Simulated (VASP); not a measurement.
Energy against volume of Na (bcc). Calculation: rev-vdW-DF2, VASP's PBE PAW potentials (set 64) (plane waves; VASP 6.6.1). Numerical set-up: 520 eV cut-off, 12×12×12 Γ-centred mesh, first-order Methfessel-Paxton smearing of 0.10 eV, potentials Na_pv.

| V (Å³/atom) | E (eV/atom) |
|---|---|
| 34.021 | 0.63113 |
| 35.107 | 0.62823 |
| 36.193 | 0.62716 |
| 37.279 | 0.62769 |

**Question.** Fit these four points and predict the energy of the run at 38.364 Å³/atom.

**Answer.** A cubic in V^(−2/3), the third-order Birch-Murnaghan form, passes through the four points with V0 = 36.35 Å³/atom and B0 = 8 GPa, and gives 0.6296 eV/atom there. The run gave 0.6296 eV/atom, +0.0 meV/atom from the fit; all five points give B0 = 8 GPa.

The compound is Na in the bcc structure. It was relaxed first, which changed the volume by -6 %.
